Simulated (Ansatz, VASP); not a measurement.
**Be (Beryllium) in two plane-wave programs**

Wanted: the spread between two codes on one cell, functional and k mesh. The cell is taken from a series of runs on this material, whose earlier steps may have relaxed, scaled, displaced or heated it; both programs get it as it stands.

Main program and level: Ansatz 0.2.0; plane waves, with VASP 6.6.1 beside it; PBEsol.

### Step 1. Starting point

The structure is hexagonal, space group P6_3/mmc (No. 194). The conventional cell has a = 2.258 Å, b = 2.258 Å, c = 3.551 Å, α = 90.00°, β = 90.00°, γ = 120.00°. Nearest to Be lie 12 Be at 2.20 to 2.26 Å.

As a file:

```cif
data_structure
_symmetry_space_group_name_H-M 'P6_3/mmc'
_symmetry_Int_Tables_number 194
_cell_length_a 2.2579
_cell_length_b 2.2579
_cell_length_c 3.5513
_cell_angle_alpha 90.000
_cell_angle_beta 90.000
_cell_angle_gamma 120.000
_cell_volume 15.68
loop_
_atom_site_label
_atom_site_type_symbol
_atom_site_symmetry_multiplicity
_atom_site_Wyckoff_symbol
_atom_site_fract_x
_atom_site_fract_y
_atom_site_fract_z
_atom_site_occupancy
Be1 Be 2 c 0.33333 0.66667 0.25000 1
```

### Step 2. Ansatz: relaxation of cell and atoms, PBEsol

Ansatz runs on its default PAW (the set named soft_2) files.

The relaxed volume is the usual yardstick between codes: in a stiff, nearly cubic crystal its relative difference is about their pressure difference at one cell divided by the bulk modulus.

File input.yaml:

```yaml
crystal:
  lattice:
    - [2.2578694937, 0.0, 0.0]
    - [-1.1289347468, 1.9553723399, 0.0]
    - [0.0, 0.0, 3.5512726208]
  atoms:
    - { symbol: Be, position: [0.3333333333, 0.6666666667, 0.25] }
    - { symbol: Be, position: [0.6666666667, 0.3333333333, 0.75] }
kpoints:
  mp_grid: { grid: [30, 30, 16] }
hamiltonian:
  xc: pbesol
scf:
  occupations: { method: methfessel_paxton, width: 0.2 }
output:
  forces: true
  stress: true
  eigenvalues: true
  write_density: true
  write_potential: true
  elf: true
  volumetric_format: npy
relax:
  adjacent_minimum: "off"
  f_tol: 0.001
  max_steps: 60
  cell: { stress_tol: 0.01 }
```

Launch:

```sh
$ ansatz run input.yaml --threads 4 --pin off --max-ram 7168MiB --backend cpu --events-out ev --progress --plain --runs-dir out
```

Numbers of over 12 decimals in the logs are rounded to 6 here.

The log of the run:

```text
Engine: ansatz 0.2.0, aarch64-unknown-linux-gnu
Pseudopotentials: kind: paw
Pseudopotential: Be, paw, valence charge 2, recommended cutoff 420 eV (normal), Be.paw.azcp
Functional definition: PBEsol
  exchange = pbesol_x
  correlation = pbesol_c
Crystal: 2 atoms, lattice volume = 15.679 Å³
Basis set: ecut = 420 eV, 311 PW (Γ), exchange–correlation on 32×32×48 points (8 copies of the dense FFT grid, shifted against one another)
Bands: 6, of which v1, the nominal top of the filled ones, is band 2 counted from 1 (1 counted from 0)
Symmetry: 24 space group operations
Space group: P63/mmc (ITA 194), of the structure as read, at distance tolerance 2.5e-5 Å
k-points: 819 of 14400
Non-local potential: Be, projectors of the file, l = 0: 2, l = 1: 2, l = 2: 1
PAW form: soft (Blöchl's): semilocal exchange-correlation on the pseudo side does not see the compensation charge
PAW frozen core: Be, regenerated for the run's functional, and the local potential with it (the file was generated under x = pbe(κ = 0.804, μ = 0.219515), c = pbe(β = 0.066725))
PAW one-centre angular grid: Be, 110 points (default); XC on 64 Gauss nodes
Initial density: superposition of atomic densities (neutral atoms: chi_scale 0, normalization atom), corrected by the library's trained network
Initial wavefunctions: pseudopotential atomic-orbital guess
Functional: x = pbesol(κ = 0.804, μ = 0.123457), c = pbesol(β = 0.046)
SCF iter   1: F=—  HF=-180.701888 eV  |F-HF|=—  |Δ(HF+E_count)|=         —  Δρ=1.50e-3  dr2=2.72e-4  ethr=1.77e-3  ⟨swp⟩=5.3  Hψ=41280  notcnv=0
preconditioner: auto → none  [metal: Δε(μ)=0.062 eV  Ē_g=12.968 eV  σ=0.200 eV  W_gap=0.25  n_scr=2 (ndim 8)  ℏωp=18.8 eV  f_vac=0.000  D(μ)=0.09/eV (n_scr^D=0)  sad-step TF]
SCF iter   2: F=—  HF=-180.701825 eV  |F-HF|=—  |Δ(HF+E_count)|=   6.32e-5  S|Δr|=    0.00e0  Δρ=9.23e-4  dr2=1.04e-4  ethr=6.80e-6  ⟨swp⟩=1.3  Hψ=11729  notcnv=0
SCF iter   3: F=—  HF=-180.701769 eV  |F-HF|=—  |Δ(HF+E_count)|=   5.59e-5  S|Δr|=    0.00e0  Δρ=2.49e-5  dr2=4.14e-8  ethr=2.60e-6  ⟨swp⟩=1.1  Hψ=5030  notcnv=0
SCF iter   4: F=—  HF=-180.701811 eV  |F-HF|=—  |Δ(HF+E_count)|=   4.12e-5  S|Δr|=    0.00e0  Δρ=6.40e-6  dr2=5.13e-9  ethr=1.04e-9  ⟨swp⟩=7.8  Hψ=29755  notcnv=0
SCF iter   5: F=-180.701811 eV  HF=-180.701811 eV  |F-HF|=4.09e-12  |Δ(HF+E_count)|=   1.48e-9  S|Δr|=    0.00e0  Δρ=3.74e-7  dr2=1.57e-11  ethr=1.28e-10  ⟨swp⟩=4.0  Hψ=17250  notcnv=0
SCF 1 converged in 5 iterations: F = -180.701811 eV  dr2 = 1.57e-11
  greatest PAW one-centre occupation: 0.362 electrons in one spin orbital (limit 2), on the Be atom at site 1 (counted from 0), in its partial waves of l = 0
relax step   1: F+E_penalty+E_count = -180.70181053 eV  Δ(F+E_penalty+E_count) = +0.000e0 eV  max|allowed force component| = 1.388e-16 eV/Å  Δτ_max = 0.0000 Å  P = -0.021 GPa  Ω = 15.679 Å³  (5 SCF iters, dr2 threshold 1.00e-7 eV, accepted)
[...]
relax step   2: F+E_penalty+E_count = -180.70181836 eV  Δ(F+E_penalty+E_count) = -7.822e-6 eV  max|allowed force component| = 1.850e-16 eV/Å  Δτ_max = 0.0000 Å  P = -0.011 GPa  Ω = 15.677 Å³  energy of the carried Pulay correction = +5.774e-7 eV  (2 SCF iters, dr2 threshold 6.97e-8 eV, accepted)
[...]
relax step   3: F+E_penalty+E_count = -180.70181862 eV  Δ(F+E_penalty+E_count) = -2.669e-7 eV  max|allowed force component| = 1.850e-16 eV/Å  Δτ_max = 0.0000 Å  P = -0.004 GPa  Ω = 15.676 Å³  energy of the carried Pulay correction = +7.616e-7 eV  (3 SCF iters, dr2 threshold 8.11e-10 eV, accepted)
[...]
relax step   4: F+E_penalty+E_count = -180.70181759 eV  Δ(F+E_penalty+E_count) = +1.033e-6 eV  max|allowed force component| = 1.850e-16 eV/Å  Δτ_max = 0.0000 Å  P = -0.004 GPa  Ω = 15.676 Å³  stress off target by 5.44e-3 GPa  SCF on the basis re-selected at this cell (its energy is not comparable with the rows above)  (4 SCF iters)
basis re-selected at this cell: Δ(F+E_penalty+E_count) = +1.033e-6 eV, ΔP = -0.000 GPa vs the last step (what re-selecting the basis moved, of the pressure what is left beyond the Pulay correction that the steps carried, after the strain that the cell walked since its last selection, with what the two solves' SCF thresholds leave and, on support functions, any second-order correction that the steps lacked; it is no m [...]
SCF converged after 4 iterations
Stability not checked: this state was not tested for a lower state beside it, because cold or Methfessel-Paxton smearing, or corrected tetrahedra, fill the levels in a way that the test cannot read (fill_not_monotonic; see scf.lower_state_search)
Free energy (F): -180.701818 eV
Harris-Foulkes:  -180.701818 eV  (|F-HF|=2.84e-14)
Internal energy: -180.702177 eV  (E = F + TS)
E sigma→0 (E₀):  -180.701907 eV
Entropy (-TS):   0.000359 eV (0.180 meV/atom)
Fermi energy:    8.149788 eV
--- Per-component energies (eV) ---
  E_band       = 12.404853
  E_kinetic    = 42.368815
  E_local      = 5.691441  (includes V_loc(G=0)·N_el)
  E_nonlocal   = 8.869467
  E_hartree    = 0.082296
  E_xc         = -39.526020
  E_vxc        = -41.948077  (∫ρ·V_xc dr)
  E_paw        = -114.476884  (= ΣΔE_a)
  E_vpaw       = -2.741383  (= ΣTr[D̂ρ^β])
  E_aug_tail   = -0.000001  (compensation charges beyond the density's cutoff)
  E_ewald      = -83.730354
  E_core_change = 0.019063  (= ΣΔE_core)
  E_smearing   = 0.000359  (= −TS)
  E_closure    = 0.000000  (closes the sum)
  Σ components = -180.701818   (vs F -180.701818, Δ=0.00e0)
--- Forces (eV/Å), atoms counted from 1 ---
  atom   1  Be     0.00000000    -0.00000000    -0.00000000
  atom   2  Be    -0.00000000     0.00000000     0.00000000
  max |Σ_I F_I| component: 1.48e-16 eV/Å
--- Stress (GPa, compression-positive) ---
       -0.003677      -0.000000      -0.000000
       -0.000000      -0.003677       0.000000
       -0.000000       0.000000      -0.005436
  P = ⅓ Tr σ = -0.0043 GPa (-0.043 kbar)
--- Band table (eV; the first three rows and the last of 819) ---
  k-point 0: bands = ["-3.1957", "3.7044", "9.3454", "24.2739", "24.2739", "27.1431"]
  k-point 1: bands = ["-3.1618", "3.4956", "9.6339", "24.3052", "24.3052", "27.1328"]
  k-point 2: bands = ["-3.0602", "2.9676", "10.4002", "24.3981", "24.3981", "27.0987"]
  k-point 818: bands = ["7.0388", "7.0388", "8.5241", "8.5241", "14.5626", "14.5626"]
--- Relaxed structure (3 steps of the walk, 3 accepted, 1 SCFs on fresh bases) ---
  F+E_penalty+E_count = -180.70181759 eV   max|allowed force component| = 1.850e-16 eV/Å   (the final SCF, on the basis selected at the relaxed cell)
  cell:  # Å, volume = 15.6757 Å³
    - [2.257134, -2.885805181326331e-11, 0]
    - [-1.128567, 1.954735, 0]
    - [0, 0, 3.552880]
  atoms:
    - { symbol: Be, position: [0.333333, 0.666667, 0.250000] }
    - { symbol: Be, position: [0.666667, 0.333333, 0.75] }
```

### Step 3. VASP: relaxation of cell and atoms, PBEsol

The same cell, functional, mesh and smearing now go to VASP, with its own data sets.

Lines of VASP's logs that name or quote its potential files are left out, and so is its time.

File INCAR:

```
SYSTEM = Be
PREC = Accurate
ENCUT = 600
EDIFF = 1E-07
NELM = 120
ISMEAR = 1
SIGMA = 0.2
LREAL = .FALSE.
ALGO = Normal
GGA = PS
NBANDS = 8
LORBIT = 11
LWAVE = .FALSE.
LCHARG = .FALSE.
ISIF = 3
IBRION = 2
NSW = 80
EDIFFG = -0.005
LASPH = .TRUE.
GGA_COMPAT = .FALSE.
NELMIN = 4
```

File POSCAR:

```
Be
1.0
    2.2578690000      0.0000000000      0.0000000000
   -1.1289350000      1.9553720000      0.0000000000
    0.0000000000      0.0000000000      3.5512730000
Be
2
Direct
    0.3333338843      0.6666670701      0.2500000000
    0.6666672177      0.3333337367      0.7500000000
```

File KPOINTS:

```
Automatic mesh
0
Gamma
30 30 16
0 0 0
```

The projector-augmented-wave data sets are Be (PBE family, release 64).

Launch:

```sh
$ mpirun -np 1 vasp_std
```

The log of the run:

```text
[banner, memory and clock lines left out]
running    1 mpi-ranks, on    1 nodes
 distrk:  each k-point on    1 cores,    1 groups
 distr:  one band on    1 cores,    1 groups

 POSCAR found type information on POSCAR Be
 POSCAR found :  1 types and       2 ions
|                                                                             |
|               ----> ADVICE to this user running VASP <----                  |
|                                                                             |
|     You enforced a specific xc type in the INCAR file but a different       |
|     [... a line on the potential file left out ...]
|     I HOPE YOU KNOW WHAT YOU ARE DOING!                                     |
|                                                                             |

 LDA part: xc-table for (Slater+PW92), standard interpolation
 POSCAR, INCAR and KPOINTS ok, starting setup
 FFT: planning ... GRIDC
 FFT: planning ... GRID_SOFT
 FFT: planning ... GRID
 WAVECAR not read
 entering main loop
       N       E                     dE             d eps       ncg     rms          rms(c)
DAV:   1    -0.320963343996E+01   -0.32096E+01   -0.19811E+03 13160   0.463E+02
DAV:   2    -0.801104994774E+01   -0.48014E+01   -0.46457E+01 20912   0.563E+01
DAV:   3    -0.803097401139E+01   -0.19924E-01   -0.19861E-01 14232   0.307E+00
DAV:   4    -0.803098942137E+01   -0.15410E-04   -0.15409E-04 19424   0.879E-02
DAV:   5    -0.803098942375E+01   -0.23823E-08   -0.29711E-08 14256   0.592E-04    0.125E+00
DAV:   6    -0.800756042784E+01    0.23429E-01   -0.26875E-03 13840   0.581E-01    0.762E-01
DAV:   7    -0.799777149730E+01    0.97889E-02   -0.38065E-03 14888   0.597E-01    0.146E-02
DAV:   8    -0.799776932145E+01    0.21758E-05   -0.12207E-05 14704   0.281E-02    0.618E-03
DAV:   9    -0.799777000000E+01   -0.67855E-06   -0.45800E-07 16944   0.496E-03    0.471E-04
DAV:  10    -0.799776998849E+01    0.11516E-07   -0.38176E-10 10536   0.148E-04
   1 F= -.79977700E+01 E0= -.79978919E+01  d E =-.799777E+01
 curvature:   0.00 expect dE= 0.000E+00 dE for cont linesearch  0.000E+00
 trial: gam= 0.00000 g(F)=  0.159E-45 g(S)=  0.107E-03 ort = 0.000E+00 (trialstep = 0.100E+01)
 search vector abs. value=  0.107E-03
 bond charge predicted
       N       E                     dE             d eps       ncg     rms          rms(c)
DAV:   1    -0.799782813980E+01   -0.58140E-04   -0.25313E-04 17560   0.138E-01    0.610E-03
DAV:   2    -0.799782714497E+01    0.99483E-06   -0.59585E-07 14888   0.641E-03    0.377E-03
DAV:   3    -0.799782596327E+01    0.11817E-05   -0.13129E-07 14832   0.464E-03    0.131E-04
DAV:   4    -0.799782596222E+01    0.10501E-08   -0.50112E-10  6992   0.192E-04
   2 F= -.79978260E+01 E0= -.79979457E+01  d E =-.559737E-04
 trial-energy change:   -0.000056  1 .order   -0.000058   -0.000107   -0.000008
 step:   1.0950(harm=  1.0852)  dis= 0.00000  next Energy=    -7.997826 (dE=-0.564E-04)
 reached required accuracy - stopping structural energy minimisation
```

Parts of OUTCAR (step 3):

```text
ion  position               nearest neighbor table
   1  0.333  0.667  0.250-   2 2.20   2 2.20   2 2.20   2 2.20   2 2.20   2 2.20
   2  0.667  0.333  0.750-   1 2.20   1 2.20   1 2.20   1 2.20   1 2.20   1 2.20

  LATTYP: Found a hexagonal cell.
 ALAT       =     2.2578690000
 C/A-ratio  =     1.5728428000

 Subroutine GETGRP returns: Found 24 space group operations
 (whereof 12 operations were pure point group operations)

The static configuration has the point symmetry D_3d.
 The point group associated with its full space group is D_6h.

 Found    819 irreducible k-points:

   k-points           NKPTS =    819   k-points in BZ     NKDIM =    819   number of bands    NBANDS=      8

   dimension x,y,z NGX =    18 NGY =   18 NGZ =   28
   dimension x,y,z NGXF=    36 NGYF=   36 NGZF=   56

   ENCUT  =  600.0 eV  44.10 Ry    6.64 a.u.   4.51  4.51  7.09*2*pi/ulx,y,z

   NELECT =       4.0000    total number of electrons

 k-points in reciprocal lattice and weights: Automatic mesh
   0.00000000  0.00000000  0.00000000       0.000
   0.03333333  0.00000000  0.00000000       0.000
   0.06666667 -0.00000000  0.00000000       0.000
   0.10000000  0.00000000  0.00000000       0.000
   0.13333333  0.00000000  0.00000000       0.000
   0.16666667  0.00000000  0.00000000       0.000
   0.20000000  0.00000000  0.00000000       0.000
   0.23333333  0.00000000  0.00000000       0.000
   0.26666667  0.00000000  0.00000000       0.000
[...]
0.33333333  0.30000000  0.50000000       0.001
   0.33333333  0.33333333  0.50000000       0.000

 average (electrostatic) potential at core
       1 -32.7611       2 -32.7611

 E-fermi :   7.0248

 k-point     1 :       0.0000    0.0000    0.0000
  band No.  band energies     occupation
      1      -4.3121      2.00000
      2       2.5858      2.00000
      3       8.2162     -0.00000
      4      23.1269      0.00000
      5      23.1269      0.00000
      6      25.9862      0.00000
      7      25.9863      0.00000
    ...

 k-point     2 :       0.0333    0.0000    0.0000
  band No.  band energies     occupation
      1      -4.2802      2.00000
      2       2.6279      2.00000
      3       8.2254     -0.00000
      4      22.8477      0.00000
      5      22.9030      0.00000
      6      25.9930      0.00000
      7      26.1179      0.00000
    ...

 k-point     3 :       0.0667   -0.0000    0.0000
  band No.  band energies     occupation
      1      -4.1844      2.00000
      2       2.7541      2.00000
      3       8.2522     -0.00000
      4      22.0831      0.00000
      5      22.3585      0.00000
      6      25.9969      0.00000
      7      26.3749      0.00000
    ...

  Total        0.0030176      0.0030176      0.0035855     -0.0000000      0.0000000      0.0000000
  in kB        0.3075841      0.3075842      0.3654796     -0.0000001      0.0000000      0.0000000
  external PRESSURE =       0.3268826 kB  Pullay stress =       0.0000000 kB

  energy-cutoff  :      600.00
  volume of cell :       15.72
      direct lattice vectors                 reciprocal lattice vectors
     2.259128039 -0.000000000  0.000000000     0.442648660  0.255563425 -0.000000000
    -1.129564520  1.956462360  0.000000000     0.000000000  0.511126623 -0.000000000
     0.000000000  0.000000000  3.556233668    -0.000000000 -0.000000000  0.281196370

 POSITION                                       TOTAL-FORCE (eV/Angst)
 -----------------------------------------------------------------------------------
      0.00000      1.30431      0.88906        -0.000000      0.000000      0.000000
      1.12956      0.65215      2.66718         0.000000     -0.000000      0.000000
 -----------------------------------------------------------------------------------
    total drift:                                0.000003      0.000003     -0.000002

  FREE ENERGIE OF THE ION-ELECTRON SYSTEM (eV)
  ---------------------------------------------------
  free  energy   TOTEN  =        -7.9978259622 eV

  energy  without entropy=       -7.9981852600  energy(sigma->0) =       -7.99794573

 reached required accuracy - stopping structural energy minimisation

 total charge
# of ion       s       p       d       tot
------------------------------------------
    1        0.407   0.780   0.000   1.187
    2        0.407   0.780   0.000   1.187
--------------------------------------------------
tot          0.813   1.560   0.000   2.373

[... 3 further parts left out ...]
```

### Step 4. Differences

Known differences besides the potentials themselves: the cutoff is 420 eV in Ansatz and 600 eV in VASP; Ansatz makes its cores anew for this functional, VASP keeps those of its PBE data sets; Ansatz adds a Pulay correction to the stress that steers its cell, VASP none. Total energies have different zeros and are not compared.

The two programs side by side:

| quantity | Ansatz | VASP | difference |
| --- | --- | --- | --- |
| volume (Å³) | 15.68 | 15.72 | -0.27 % |
| edge a after relaxation, in the typed setting (Å) | 2.257 | 2.259 | -0.09 % |
| edge c after relaxation, in the typed setting (Å) | 3.553 | 3.556 | -0.09 % |

### Step 5. Outcome

| Item | Value |
| --- | --- |
| difference in volume (relaxation of cell and atoms, PBEsol) | -0.27 % |

What this shows: The difference in volume is -0.27 % (relaxation of cell and atoms, PBEsol), within the 1.2 % picked in this series as the mark of a large difference, as far as the stopping tolerances let one tell. How closely two codes agree says nothing of how well the functional describes the real material.

[Lines on the potential files, build, host, timing and source positions are cut from VASP's logs without a mark.]

[Logs are printed without paths, hosts, clocks, repeated set-up lines and the standing remarks that a program may print on its own settings, such as how far it seeks lower states.]

[Hosts, paths, dates, database ids (printed as entryN), source tags and the programs' standing remarks are cut or masked in the printed files.]
